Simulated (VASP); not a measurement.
# Si3As (P6/mmm) in VASP: optical spectrum with PBE+ULG

Aim: the optical spectrum of Si3As with PBE+ULG.

Program: VASP 6.6.1. These are calculated values, not measurements. Logs are shortened: lines on timing, memory, paths and dates and some standing lists are left out, and cuts for length are marked.

### Step 1. The undisturbed crystal

It takes space group P6/mmm (No. 191, hexagonal). The conventional cell has a = 4.617 Å, b = 4.617 Å, c = 4.890 Å, α = 90.00°, β = 90.00°, γ = 120.00°. Si (site symmetry 6/mmm) has 2 As at 2.45 Å as nearest neighbours. Si (site symmetry -6m2) has 3 As at 2.67 Å and 3 Si at 2.67 Å as nearest neighbours. Around As (site symmetry 6/mmm) lie 8 Si at 2.45 to 2.67 Å.

The cell was built by a generator and needn't be a form met in nature.

### Step 2. Optical spectrum, PBE+ULG, spin-orbit coupling, no magnetisation (cell strained at random at fixed volume)

File INCAR:

```
SYSTEM = Si3As
PREC = Accurate
ENCUT = 550
EDIFF = 1E-7
ISMEAR = -5
SIGMA = 0.05
LREAL = .FALSE.
LASPH = .TRUE.
NELM = 80
ALGO = Normal
ISIF = 2
LWAVE = .FALSE.
LCHARG = .FALSE.
MAGMOM = 0 0 0 0 0 0 0 0 0 0 0 0
LORBIT = 11
LSORBIT = .TRUE.
GGA_COMPAT = .FALSE.
GGA = PE
IVDW = 3
LOPTICS = .TRUE.
NBANDS = 81
NEDOS = 1000
CSHIFT = 0.05
NELECT = 17.5
AMIX = 0.05
```

File KPOINTS:

```
Automatic mesh
0
G
  4 4 4
  0 0 0
```

File POSCAR:

```
Si3As
1.0
    4.5728630000      0.0661970000      0.0371630000
   -2.2291030000      3.9720550000     -0.0016430000
    0.0393610000      0.0207160000      4.9307100000
Si As
3 1
Direct
    0.0000000000      0.0000000000      0.5000000000
    0.3333300000      0.6666700000      0.0000000000
    0.6666700000      0.3333300000      0.0000000000
    0.0000000000      0.0000000000      0.0000000000
```

Potentials or basis: VASP PAW PBE potentials, release 64 (Si_GW, As_GW).

On the command line:

```bash
cat potpaw_PBE.64/Si_GW/POTCAR potpaw_PBE.64/As_GW/POTCAR > POTCAR
mpirun -np 1 vasp_ncl > vasp.out
```

OUTCAR:

```text
SYSTEM = Si3As
   PREC = Accurate
   ENCUT = 550
   EDIFF = 1E-7
   ISMEAR = -5
   LREAL = .FALSE.
   LASPH = .TRUE.
   NELM = 80
   ISIF = 2
   LORBIT = 11
   LSORBIT = .TRUE.
   GGA = PE
   IVDW = 3
   NELECT = 17.5
   AMIX = 0.05
  IVDW =   3

 ion  position               nearest neighbor table
   1  0.000  0.000  0.500-   4 2.47   4 2.47
   2  0.333  0.667  0.000-   4 2.61   3 2.61   3 2.67   4 2.67   3 2.68   4 2.68
   3  0.667  0.333  0.000-   4 2.61   2 2.61   2 2.67   4 2.67   2 2.68   4 2.68
   4  0.000  0.000  0.000-   1 2.47   1 2.47   3 2.61   2 2.61   2 2.67   3 2.67   3 2.68   2 2.68

  LATTYP: Found a triclinic cell.
 ALAT       =     4.5734931014
 B/A-ratio  =     0.9959108282
 C/A-ratio  =     1.0781497886
 COS(alpha) =     0.0006035721
 COS(beta)  =     0.0161676165
 COS(gamma) =     0.4767106431

  Lattice vectors:

 A1 = (  -4.5728630000,  -0.0661970000,  -0.0371630000)
 A2 = (  -2.2291030000,   3.9720550000,  -0.0016430000)
 A3 = (  -0.0393610000,  -0.0207160000,  -4.9307100000)

Analysis of symmetry for initial positions (statically):
=====================================================================
 Subroutine PRICEL returns:
 Original cell was already a primitive cell.

 Routine SETGRP: Setting up the symmetry group for a
 triclinic supercell.

 Subroutine GETGRP returns: Found  2 space group operations
 (whereof  2 operations were pure point group operations)
 out of a pool of  2 trial point group operations.

The static configuration has the point symmetry S_2 .

Analysis of symmetry for dynamics (positions and initial velocities):
=====================================================================
 Subroutine PRICEL returns:
 Original cell was already a primitive cell.

 Routine SETGRP: Setting up the symmetry group for a
 triclinic supercell.

 Subroutine GETGRP returns: Found  2 space group operations
 (whereof  2 operations were pure point group operations)
 out of a pool of  2 trial point group operations.

The dynamic configuration has the point symmetry S_2 .

[... 963 lines left out ...]
  -------------------------------------------------------------------------------------
  Total       3.70021     2.51629     1.51791    -1.50858     0.18549     0.32897
  in kB      65.66681    44.65601    26.93793   -26.77237     3.29181     5.83818
  external pressure =       45.75 kB  Pullay stress =        0.00 kB

 VOLUME and BASIS-vectors are now :
 -----------------------------------------------------------------------------
  energy-cutoff  :      550.00
  volume of cell :       90.28
      direct lattice vectors                 reciprocal lattice vectors
     4.572863000  0.066197000  0.037163000     0.216937248  0.121743476 -0.002243268
    -2.229103000  3.972055000 -0.001643000    -0.003606873  0.249734264 -0.001020446
     0.039361000  0.020716000  4.930710000    -0.001636268 -0.000834371  0.202827116

 POSITION                                       TOTAL-FORCE (eV/Angst)
 -----------------------------------------------------------------------------------
      0.01968      0.01036      2.46536        -0.000000     -0.000000      0.000000
      0.03820      2.67012      0.01129        -0.004483      0.012745      0.004632
      2.30556      1.36814      0.02423         0.004483     -0.012745     -0.004632
      0.00000      0.00000      0.00000        -0.000000      0.000000      0.000000
 -----------------------------------------------------------------------------------
    total drift:                                0.000000      0.000000     -0.000000

  FREE ENERGIE OF THE ION-ELECTRON SYSTEM (eV)
  ---------------------------------------------------
  free  energy   TOTEN  =       -15.6688979788 eV

  energy  without entropy=      -15.6688979788  energy(sigma->0) =      -15.66889798

 Spin-Orbit-Coupling matrix elements

 Ion:    1  E_soc:     -0.0005517
 l=   1
     0.0000000    -0.0001005    -0.0000756
    -0.0001005     0.0000000    -0.0000999
    -0.0000756    -0.0000999     0.0000000
 l=   2
     0.0000000    -0.0000000     0.0000000    -0.0000000    -0.0000000
    -0.0000000     0.0000000     0.0000001     0.0000000    -0.0000000
     0.0000000     0.0000001     0.0000000     0.0000001     0.0000000
    -0.0000000     0.0000000     0.0000001     0.0000000    -0.0000000
    -0.0000000    -0.0000000     0.0000000    -0.0000000     0.0000000
 l=   3
     0.0000000     0.0000000     0.0000000     0.0000000     0.0000000     0.0000000     0.0000000
     0.0000000     0.0000000     0.0000000     0.0000000     0.0000000     0.0000000     0.0000000
     0.0000000     0.0000000     0.0000000     0.0000000     0.0000000     0.0000000     0.0000000
     0.0000000     0.0000000     0.0000000     0.0000000     0.0000000     0.0000000     0.0000000
[... 49 lines left out ...]
 l=   2
     0.0000000    -0.0000038     0.0000000    -0.0000038    -0.0000228
    -0.0000038     0.0000000    -0.0000115    -0.0000035    -0.0000038
     0.0000000    -0.0000115     0.0000000    -0.0000119     0.0000000
    -0.0000038    -0.0000035    -0.0000119     0.0000000    -0.0000040
    -0.0000228    -0.0000038     0.0000000    -0.0000040     0.0000000
 l=   3
     0.0000000     0.0000000     0.0000000     0.0000000     0.0000000     0.0000000     0.0000000
     0.0000000     0.0000000     0.0000000     0.0000000     0.0000000     0.0000000     0.0000000
     0.0000000     0.0000000     0.0000000     0.0000000     0.0000000     0.0000000     0.0000000
     0.0000000     0.0000000     0.0000000     0.0000000     0.0000000     0.0000000     0.0000000
     0.0000000     0.0000000     0.0000000     0.0000000     0.0000000     0.0000000     0.0000000
     0.0000000     0.0000000     0.0000000     0.0000000     0.0000000     0.0000000     0.0000000
     0.0000000     0.0000000     0.0000000     0.0000000     0.0000000     0.0000000     0.0000000

 total charge

# of ion       s       p       d       tot
------------------------------------------
    1        0.903   0.645   0.036   1.584
    2        0.873   0.680   0.068   1.621
    3        0.873   0.680   0.068   1.621
    4        1.299   1.357   0.119   2.775
--------------------------------------------------
tot          3.949   3.362   0.291   7.602

 magnetization (x)

# of ion       s       p       d       tot
------------------------------------------
    1       -0.000  -0.000  -0.000  -0.000
    2       -0.000  -0.000  -0.000  -0.000
    3       -0.000  -0.000  -0.000  -0.000
    4        0.000   0.000  -0.000   0.000
--------------------------------------------------
tot         -0.000  -0.000  -0.000  -0.000

 magnetization (y)

# of ion       s       p       d       tot
------------------------------------------
    1        0.000  -0.000   0.000  -0.000
    2        0.000   0.000  -0.000   0.000
    3        0.000   0.000  -0.000   0.000
    4       -0.000   0.000   0.000   0.000
--------------------------------------------------
tot          0.000   0.000   0.000   0.000

 magnetization (z)

# of ion       s       p       d       tot
------------------------------------------
    1       -0.000   0.000   0.000   0.000
    2        0.000  -0.000  -0.000   0.000
    3        0.000  -0.000  -0.000   0.000
    4       -0.000   0.000  -0.000   0.000
--------------------------------------------------
tot          0.000   0.000  -0.000   0.000
```

OSZICAR:

```text
N       E                     dE             d eps       ncg     rms          rms(c)
DAV:   1     0.521167019314E+02    0.52117E+02   -0.56793E+03  6064   0.375E+02
DAV:   2    -0.106519265048E+02   -0.62769E+02   -0.57865E+02  9456   0.105E+02
[... 15 lines left out ...]
DAV:  18    -0.144892083639E+02    0.92110E-05   -0.70663E-07  9040   0.215E-03    0.406E-03
DAV:  19    -0.144891792009E+02    0.29163E-04   -0.64981E-07  8360   0.337E-03    0.802E-04
DAV:  20    -0.144891763097E+02    0.28912E-05   -0.40217E-07  9008   0.143E-03    0.647E-04
DAV:  21    -0.144891754980E+02    0.81163E-06   -0.78679E-09  3880   0.334E-04    0.402E-04
DAV:  22    -0.144891762901E+02   -0.79206E-06   -0.25232E-09  3560   0.234E-04    0.363E-04
DAV:  23    -0.144891763567E+02   -0.66578E-07   -0.15210E-09  3528   0.182E-04
   1 F= -.15668898E+02 E0= -.15668898E+02  d E =0.000000E+00  mag=     0.0000    -0.0000    -0.0000
```

stdout:

```text
POSCAR found type information on POSCAR SiAs
 POSCAR found :  2 types and       4 ions
 scaLAPACK will be used
 LDA part: xc-table for (Slater+PW92), standard interpolation
 POSCAR, INCAR and KPOINTS ok, starting setup
 FFT: planning ... GRIDC
[... 31 lines left out ...]
|                                                                             |
|     Integration of the imaginary part of the dielectric function by         |
|     means of the tetrahedron method is not supported for metallic           |
|     systems. VASP will skip the calculation of the optical properties.      |
|     Please rerun with ISMEAR > -4.                                          |
|                                                                             |
 -----------------------------------------------------------------------------
```

Run time: 15 min. Hardware: 1 thread of Intel Xeon Platinum 8488C (Sapphire Rapids), shared host; peak memory 0.66 GiB.

The run converged, but some of its settings lie outside the range that counts as converged (typed here: AMIX = 0.05; NELECT = 17.5), so its numbers aren't taken as properties of the crystal.

Results:

```
Free energy                                           : -15.6689 eV
Largest force                                         : 0.014 eV/Å
Valence electrons inside the program's atomic spheres : Si 1.58, 1.62; As 2.77
Dispersion energy per atom                            : -0.295 eV
```

Caveat: the k mesh is coarse (spacing up to 0.39 Å⁻¹), so the values aren't converged; the cell is charged against a uniform background, so pressure and absolute levels hang on convention.
